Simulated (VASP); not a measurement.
# Driving VASP from ASE on ZnO (zincite)

Do ASE scripts that read ZnO (zincite) from different structure formats give one answer, and do several routes find one equilibrium volume? All runs use r2SCAN. Left out of this account: 1 further run (fields: a reference on another mesh). The start is a cell from a database of measured crystal structures.

Method: r2SCAN; plane waves and PAW (Zn, O), in VASP 6.6.1.

## (1) Set-up

Symmetry: P6_3mc, No. 186, hexagonal system. Conventional cell: a = 3.249 Å, b = 3.249 Å, c = 5.206 Å, α = 90.00°, β = 90.00°, γ = 120.00°. Nearest to Zn lie 4 O at 1.97 to 1.98 Å. Nearest to O lie 4 Zn at 1.97 to 1.98 Å. Farther neighbours and most contacts between anions are not listed.

## (2) Self-consistent run (r2SCAN, through ASE)

A single point through ASE, with the structure read from an extended xyz file.

File run.py:

```python
import numpy as np
from ase.calculators.vasp import Vasp
from ase.io import read
from ase.dft.bandgap import bandgap

atoms = read('ZnO.xyz')

calc = Vasp(
    xc='r2scan',
    pp='PBE',
    prec='Accurate',
    encut=520,
    ediff=1e-06,
    nelm=100,
    ismear=-1,
    sigma=0.05,
    lreal=False,
    algo='Normal',
    lasph=True,
    nbands=24,
    lorbit=11,
    lwave=False,
    lcharg=False,
    kpar=4,
    isif=2,
    pp_version='64',
    setups={'Zn': '', 'O': ''},
    kpts=(8, 8, 5),
    gamma=True,
    txt='vasp.out',
)
atoms.calc = calc

print("energy (eV):", round(atoms.get_potential_energy(), 6))
print("Fermi level (eV):", round(calc.get_fermi_level(), 4))
print("forces (eV/A):")
print(np.round(atoms.get_forces(), 4))
print("stress (GPa, Voigt, tension positive):", np.round(atoms.get_stress() * 160.21766, 3))
gap, p1, p2 = bandgap(calc, direct=False)
print("gap on the mesh (eV):", round(gap, 4))
```

File ZnO.xyz:

```xyz
4
Lattice="3.2493080000 0.0000000000 0.0000000000 -1.6246540000 2.8139832727 0.0000000000 0.0000000000 0.0000000000 5.2057090000" Properties=species:S:1:pos:R:3 pbc="T T T"
Zn    -0.0000000002      1.8759888486      2.6028545000
Zn     1.6246540002      0.9379944241      0.0000000000
O      1.6246540002      0.9379944241      1.9730157681
O     -0.0000000002      1.8759888486      4.5758702681
```

Potentials, in the order of the species: Zn and O (PBE family, release 64).

On the command line:

```sh
export ASE_VASP_COMMAND="mpirun -np 4 vasp_std"
python run.py
```

Output:

```text
energy (eV): -36.316969
Fermi level (eV): 1.4934
forces (eV/A):
[[-0.     0.    -0.086]
 [ 0.    -0.    -0.086]
 [ 0.     0.     0.086]
 [ 0.     0.     0.086]]
stress (GPa, Voigt, tension positive): [ 0.696  0.696 -1.05  -0.     0.    -0.   ]
gap on the mesh (eV): 1.2312
```

Run time: 29 s. Hardware: 4 MPI ranks of Intel Xeon Platinum 8259CL at 2.50GHz (Skylake/Cascade Lake), shared host; peak memory 0.68 GiB.

Lines that name or quote the potential files are left out of all logs, and their timing lines are given in words.

The INCAR that ASE wrote:

```
ENCUT = 520.000000
SIGMA = 0.050000
EDIFF = 1.00e-06
ALGO = Normal
METAGGA = R2SCAN
PREC = Accurate
ISIF = 2
ISMEAR = -1
KPAR = 4
LORBIT = 11
NBANDS = 24
NELM = 100
LASPH = .TRUE.
LCHARG = .FALSE.
LWAVE = .FALSE.
LREAL = .FALSE.
```

The KPOINTS that ASE wrote:

```
KPOINTS created by Atomic Simulation Environment
0
Gamma
8 8 5
0 0 0
```

VASP's own log, vasp.out:

```text
[banner, memory and clock lines left out]
running    4 mpi-ranks, on    1 nodes
 distrk:  each k-point on    1 cores,    4 groups
 distr:  one band on    1 cores,    1 groups

 POSCAR found type information on POSCAR ZnO
 POSCAR found :  2 types and       4 ions
|                                                                             |
|               ----> ADVICE to this user running VASP <----                  |
|                                                                             |
|     You enforced a specific xc type in the INCAR file but a different       |
|     [... a line on the potential file left out ...]
|     I HOPE YOU KNOW WHAT YOU ARE DOING!                                     |
|                                                                             |

 LDA part: xc-table for (None), standard interpolation
 POSCAR, INCAR and KPOINTS ok, starting setup
 FFT: planning ... GRIDC
 FFT: planning ... GRID_SOFT
 FFT: planning ... GRID
 WAVECAR not read
 entering main loop
       N       E                     dE             d eps       ncg     rms          rms(c)
DAV:   1     0.260348617962E+03    0.26035E+03   -0.19137E+04  1464   0.224E+03
DAV:   2    -0.184989513051E+02   -0.27885E+03   -0.26541E+03  1568   0.430E+02
DAV:   3    -0.461789335972E+02   -0.27680E+02   -0.27466E+02  1640   0.143E+02
DAV:   4    -0.465914536860E+02   -0.41252E+00   -0.41231E+00  1656   0.185E+01
DAV:   5    -0.465937555966E+02   -0.23019E-02   -0.23019E-02  1672   0.131E+00    0.143E+01
DAV:   6    -0.359847153755E+02    0.10609E+02   -0.53914E+00  2024   0.707E+01    0.101E+01
DAV:   7    -0.363342651033E+02   -0.34955E+00   -0.49465E+00  1440   0.206E+01    0.518E+00
DAV:   8    -0.363504528374E+02   -0.16188E-01   -0.58802E-01  2224   0.956E+00    0.281E+00
DAV:   9    -0.363196419485E+02    0.30811E-01   -0.13152E-01  1656   0.359E+00    0.525E-01
DAV:  10    -0.363166180432E+02    0.30239E-02   -0.36235E-02  2176   0.265E+00    0.171E-01
DAV:  11    -0.363170267083E+02   -0.40867E-03   -0.78516E-03  1552   0.821E-01    0.375E-02
DAV:  12    -0.363170036469E+02    0.23061E-04   -0.17788E-04  1576   0.133E-01    0.335E-02
DAV:  13    -0.363169678330E+02    0.35814E-04   -0.69529E-05  1944   0.142E-01    0.423E-03
DAV:  14    -0.363169661784E+02    0.16546E-05   -0.22854E-05  1672   0.392E-02    0.142E-02
DAV:  15    -0.363169692736E+02   -0.30952E-05   -0.67219E-06  1536   0.243E-02    0.447E-03
DAV:  16    -0.363169680381E+02    0.12355E-05   -0.62636E-07   984   0.130E-02    0.186E-03
DAV:  17    -0.363169687185E+02   -0.68038E-06   -0.64755E-07   776   0.812E-03
   1 F= -.36316969E+02 E0= -.36316969E+02  d E =-.801083E-07
```

OUTCAR, selected parts (step 2):

```text
ion  position               nearest neighbor table
   1  0.333  0.667  0.500-   4 1.97   3 1.98   3 1.98   3 1.98
   2  0.667  0.333  0.000-   3 1.97   4 1.98   4 1.98   4 1.98
   3  0.667  0.333  0.379-   2 1.97   1 1.98   1 1.98   1 1.98
   4  0.333  0.667  0.879-   1 1.97   2 1.98   2 1.98   2 1.98

  LATTYP: Found a hexagonal cell.
 ALAT       =     3.2493080000
 C/A-ratio  =     1.6020977390

 Subroutine GETGRP returns: Found 12 space group operations
 (whereof  6 operations were pure point group operations)

The static configuration has the point symmetry C_3v.
 The point group associated with its full space group is C_6v.

 Found     30 irreducible k-points:

   k-points           NKPTS =     30   k-points in BZ     NKDIM =     30   number of bands    NBANDS=     24

   dimension x,y,z NGX =    24 NGY =   24 NGZ =   40
   dimension x,y,z NGXF=    48 NGYF=   48 NGZF=   80

   ENCUT  =  520.0 eV  38.22 Ry    6.18 a.u.   6.04  6.04  9.68*2*pi/ulx,y,z

   NELECT =      36.0000    total number of electrons

 k-points in reciprocal lattice and weights: KPOINTS created by Atomic Simulation Env
   0.00000000  0.00000000  0.00000000       0.003
   0.12500000  0.00000000  0.00000000       0.019
   0.25000000  0.00000000  0.00000000       0.019
   0.37500000  0.00000000  0.00000000       0.019
   0.50000000  0.00000000  0.00000000       0.009
   0.12500000  0.12500000  0.00000000       0.019
   0.25000000  0.12500000  0.00000000       0.038
   0.37500000  0.12500000  0.00000000       0.038
   0.25000000  0.25000000  0.00000000       0.019
[...]
0.25000000  0.25000000  0.40000000       0.038
   0.37500000  0.25000000  0.40000000       0.038

 average (electrostatic) potential at core
       1 -41.3317       2 -41.3317       3 -76.8775       4 -76.8775

 E-fermi :   1.4934

 k-point     1 :       0.0000    0.0000    0.0000
  band No.  band energies     occupation
    ...
     14       0.0148      2.00000
     15       0.0149      2.00000
     16       0.7679      2.00000
     17       0.8419      2.00000
     18       0.8419      2.00000
     19       2.0731      0.00002
     20       6.6779      0.00000
     21       9.7051      0.00000
     22      14.4885      0.00000
     23      14.4887      0.00000
    ...

 k-point     2 :       0.1250    0.0000    0.0000
  band No.  band energies     occupation
    ...
     14      -0.5241      2.00000
     15      -0.1935      2.00000
     16       0.0951      2.00000
     17       0.6605      2.00000
     18       0.7309      2.00000
     19       3.0350      0.00000
     20       7.3095      0.00000
     21       9.6800      0.00000
     22      13.0015      0.00000
     23      14.6608      0.00000
    ...

 k-point     3 :       0.2500    0.0000    0.0000
  band No.  band energies     occupation
    ...
     14      -1.6653      2.00000
     15      -0.8470      2.00000
     16      -0.6986      2.00000
     17       0.3352      2.00000
     18       0.4457      2.00000
     19       4.5564      0.00000
     20       8.5377      0.00000
     21       9.5732      0.00000
     22      11.1075      0.00000
     23      13.2625      0.00000
    ...

  Total       -0.2066350     -0.2066350      0.3119846      0.0000000     -0.0000000     -0.0000000
  in kB       -6.9554027     -6.9554027     10.5015034      0.0000000     -0.0000000     -0.0000000
  external PRESSURE =      -1.1364340 kB  Pullay stress =       0.0000000 kB

  energy-cutoff  :      520.00
  volume of cell :       47.60
      direct lattice vectors                 reciprocal lattice vectors
     3.249308000  0.000000000  0.000000000     0.307757836  0.177684070  0.000000000
    -1.624654000  2.813983273  0.000000000     0.000000000  0.355368139  0.000000000
     0.000000000  0.000000000  5.205709000     0.000000000  0.000000000  0.192096792

 POSITION                                       TOTAL-FORCE (eV/Angst)
 -----------------------------------------------------------------------------------
     -0.00000      1.87599      2.60285        -0.000000      0.000000     -0.086017
      1.62465      0.93799      0.00000         0.000000     -0.000000     -0.086017
      1.62465      0.93799      1.97302         0.000000      0.000000      0.086017
     -0.00000      1.87599      4.57587         0.000000      0.000000      0.086017
 -----------------------------------------------------------------------------------
    total drift:                                0.000000      0.000000     -0.087015

  FREE ENERGIE OF THE ION-ELECTRON SYSTEM (eV)
  ---------------------------------------------------
  free  energy   TOTEN  =       -36.3169687185 eV

  energy  without entropy=      -36.3169686384  energy(sigma->0) =      -36.31696868

 total charge
# of ion       s       p       d       tot
------------------------------------------
    1        0.436   0.480   9.921  10.837
    2        0.436   0.480   9.921  10.837
    3        1.553   3.485   0.000   5.038
    4        1.553   3.485   0.000   5.038
--------------------------------------------------
tot          3.977   7.931  19.842  31.750

[... 3 further parts left out ...]
```

The gap is read on the k-mesh alone, so it is an upper bound where the band edges lie off the mesh. The PAW data sets were made with PBE, which is usual practice but a small mismatch for other functionals.

This step gave:

* SCF cycles: 17
* electrons: 36
* bands: 24
* irreducible k-points: 30
* symmetry operations: 12
* free energy (TOTEN): -36.32 eV
* Fermi energy: 1.493 eV
* pressure: -0.1136 GPa
* metallic: no
* valence top at k: 0, 0, 0
* conduction bottom at k: 0, 0, 0
* least direct gap at k: 0, 0, 0
* gap on the k-mesh: 1.231 eV
* least direct gap on the k-mesh: 1.231 eV

Force by atom:

```csv
atom,x (eV/Å),y (eV/Å),z (eV/Å),size
Zn1,0.0000,0.0000,-0.0860,0.0860
Zn2,0.0000,0.0000,-0.0860,0.0860
O3,0.0000,0.0000,0.0860,0.0860
O4,0.0000,0.0000,0.0860,0.0860
```

The pressure is -0.11 GPa and the largest force 0.086 eV/Å, so the cell is not at a minimum at these settings.

## (3) Self-consistent run (r2SCAN, through ASE), try 2

The single point through ASE, with the structure read from a CIF with its space group. The mesh changes to 9×9×5, so this is no clean test of the format.

Edit run.py of step 2 so:

```diff
@@ -5,3 +5,3 @@
 
-atoms = read('ZnO.xyz')
+atoms = read('ZnO.cif')
 
@@ -27,3 +27,3 @@
     setups={'Zn': '', 'O': ''},
-    kpts=(8, 8, 5),
+    kpts=(9, 9, 5),
     gamma=True,
```

File ZnO.cif:

```cif
data_ZnO
_cell_length_a 3.24930800
_cell_length_b 3.24930800
_cell_length_c 5.20570900
_cell_angle_alpha 90.00000000
_cell_angle_beta 90.00000000
_cell_angle_gamma 120.00000000
_space_group_name_H-M_alt 'P6_3mc'
_space_group_name_Hall 'P 6c -2c'
_space_group_IT_number 186
loop_
_space_group_symop_operation_xyz
'x,y,z'
'x-y,x,z+1/2'
'-y,x-y,z'
'-x,-y,z+1/2'
'-x+y,-x,z'
'y,-x+y,z+1/2'
'y,x,z+1/2'
'x,x-y,z'
'x-y,-y,z+1/2'
'-y,-x,z'
'-x,-x+y,z+1/2'
'-x+y,y,z'
loop_
_atom_site_label
_atom_site_type_symbol
_atom_site_symmetry_multiplicity
_atom_site_Wyckoff_symbol
_atom_site_fract_x
_atom_site_fract_y
_atom_site_fract_z
_atom_site_occupancy
Zn1 Zn 2 b 0.3333333333 0.6666666667 0.5000000000 1
O1 O 2 b 0.6666666667 0.3333333333 0.3790100000 1
```

Output:

```text
energy (eV): -36.317047
Fermi level (eV): 1.497
forces (eV/A):
[[-0.      0.     -0.0861]
 [ 0.     -0.     -0.0861]
 [-0.      0.      0.0861]
 [-0.      0.      0.0861]]
stress (GPa, Voigt, tension positive): [ 0.695  0.695 -1.05  -0.    -0.     0.   ]
gap on the mesh (eV): 1.2312
```

The job ended after 32 s (4 MPI ranks; peak memory 0.7 GiB; 2 min of CPU time).

The INCAR that ASE wrote:

```
ENCUT = 520.000000
SIGMA = 0.050000
EDIFF = 1.00e-06
ALGO = Normal
METAGGA = R2SCAN
PREC = Accurate
ISIF = 2
ISMEAR = -1
KPAR = 4
LORBIT = 11
NBANDS = 24
NELM = 100
LASPH = .TRUE.
LCHARG = .FALSE.
LWAVE = .FALSE.
LREAL = .FALSE.
```

The KPOINTS that ASE wrote:

```
KPOINTS created by Atomic Simulation Environment
0
Gamma
9 9 5
0 0 0
```

VASP's own log, vasp.out:

```text
[banner, memory and clock lines left out]
running    4 mpi-ranks, on    1 nodes
 distrk:  each k-point on    1 cores,    4 groups
 distr:  one band on    1 cores,    1 groups

 POSCAR found type information on POSCAR ZnO
 POSCAR found :  2 types and       4 ions
 [... a notice as in an earlier step ...]

 LDA part: xc-table for (None), standard interpolation
 POSCAR, INCAR and KPOINTS ok, starting setup
 FFT: planning ... GRIDC
 FFT: planning ... GRID_SOFT
 FFT: planning ... GRID
 WAVECAR not read
 entering main loop
       N       E                     dE             d eps       ncg     rms          rms(c)
DAV:   1     0.258001801978E+03    0.25800E+03   -0.19154E+04  1752   0.225E+03
DAV:   2    -0.190316639382E+02   -0.27703E+03   -0.26370E+03  1872   0.428E+02
DAV:   3    -0.461990894708E+02   -0.27167E+02   -0.26964E+02  2048   0.141E+02
DAV:   4    -0.465915501869E+02   -0.39246E+00   -0.39235E+00  1952   0.180E+01
DAV:   5    -0.465937414537E+02   -0.21913E-02   -0.21912E-02  2024   0.128E+00    0.143E+01
DAV:   6    -0.359855893754E+02    0.10608E+02   -0.53973E+00  2448   0.707E+01    0.101E+01
DAV:   7    -0.363339123086E+02   -0.34832E+00   -0.49267E+00  1752   0.206E+01    0.518E+00
DAV:   8    -0.363503343521E+02   -0.16422E-01   -0.58526E-01  2672   0.953E+00    0.281E+00
DAV:   9    -0.363197094954E+02    0.30625E-01   -0.13075E-01  1984   0.358E+00    0.524E-01
DAV:  10    -0.363166993636E+02    0.30101E-02   -0.36047E-02  2624   0.265E+00    0.171E-01
DAV:  11    -0.363171019091E+02   -0.40255E-03   -0.77834E-03  1832   0.815E-01    0.363E-02
DAV:  12    -0.363170844458E+02    0.17463E-04   -0.18053E-04  1912   0.131E-01    0.342E-02
DAV:  13    -0.363170469631E+02    0.37483E-04   -0.70604E-05  2256   0.144E-01    0.440E-03
DAV:  14    -0.363170448387E+02    0.21244E-05   -0.24470E-05  2056   0.405E-02    0.143E-02
DAV:  15    -0.363170480163E+02   -0.31776E-05   -0.69043E-06  1848   0.248E-02    0.451E-03
DAV:  16    -0.363170467388E+02    0.12775E-05   -0.62174E-07  1152   0.131E-02    0.193E-03
DAV:  17    -0.363170474618E+02   -0.72294E-06   -0.65733E-07   960   0.805E-03
   1 F= -.36317047E+02 E0= -.36317047E+02  d E =-.684500E-07
```

From OUTCAR (step 3):

```text
 Found     36 irreducible k-points:

   k-points           NKPTS =     36   k-points in BZ     NKDIM =     36   number of bands    NBANDS=     24

   NELECT =      36.0000    total number of electrons

 E-fermi :   1.4970

 k-point     1 :       0.0000    0.0000    0.0000
  band No.  band energies     occupation
    ...
     14       0.0147      2.00000
     15       0.0147      2.00000
     16       0.7678      2.00000
     17       0.8418      2.00000
     18       0.8418      2.00000
     19       2.0730      0.00002
     20       6.6778      0.00000
     21       9.7050      0.00000
     22      14.4884      0.00000
     23      14.4886      0.00000
    ...

 k-point     2 :       0.1111    0.0000    0.0000
  band No.  band energies     occupation
    ...
     14      -0.4185      2.00000
     15      -0.1518      2.00000
     16       0.2031      2.00000
     17       0.6831      2.00000
     18       0.7535      2.00000
     19       2.8811      0.00000
     20       7.1882      0.00000
     21       9.6856      0.00000
     22      13.2315      0.00000
     23      14.6263      0.00000
    ...

  Total       -0.2063637     -0.2063637      0.3120661      0.0000000      0.0000000      0.0000000
  in kB       -6.9462685     -6.9462685     10.5042469      0.0000000      0.0000000      0.0000000
  external PRESSURE =      -1.1294301 kB  Pullay stress =       0.0000000 kB

 POSITION                                       TOTAL-FORCE (eV/Angst)
 -----------------------------------------------------------------------------------
     -0.00000      1.87599      2.60285        -0.000000      0.000000     -0.086055
      1.62465      0.93799      0.00000         0.000000     -0.000000     -0.086055
      1.62465      0.93799      1.97302        -0.000000      0.000000      0.086055
      0.00000      1.87599      4.57587        -0.000000      0.000000      0.086055
 -----------------------------------------------------------------------------------
    total drift:                               -0.000000      0.000000     -0.087024

  FREE ENERGIE OF THE ION-ELECTRON SYSTEM (eV)
  ---------------------------------------------------
  free  energy   TOTEN  =       -36.3170474618 eV

  energy  without entropy=      -36.3170473933  energy(sigma->0) =      -36.31704743

[... 8 parts as in an earlier step ...]

[... 6 further parts left out ...]
```

This step gave:

* irreducible k-points: 36
* Fermi energy: 1.497 eV
* pressure: -0.1129 GPa

Force by atom:

```csv
atom,x (eV/Å),y (eV/Å),z (eV/Å),size
Zn1,0.0000,0.0000,-0.0861,0.0861
Zn2,0.0000,0.0000,-0.0861,0.0861
O3,0.0000,0.0000,0.0861,0.0861
O4,0.0000,0.0000,0.0861,0.0861
```

The energy lies -0.02 meV an atom from the first script, on another mesh.

(Part 1 of 3 ends here.)

[Lines on the potential files, build, host, timing and source positions are cut from VASP's logs without a mark.]

[Logs are printed without paths, hosts, clocks, repeated set-up lines and the standing remarks that a program may print on its own settings, such as how far it seeks lower states.]

[Hosts, paths, dates, database ids (printed as entryN), source tags and the programs' standing remarks are cut or masked in the printed files.]

[A measured line is paired with the nearest computed mode of its activity, which favours agreement.]
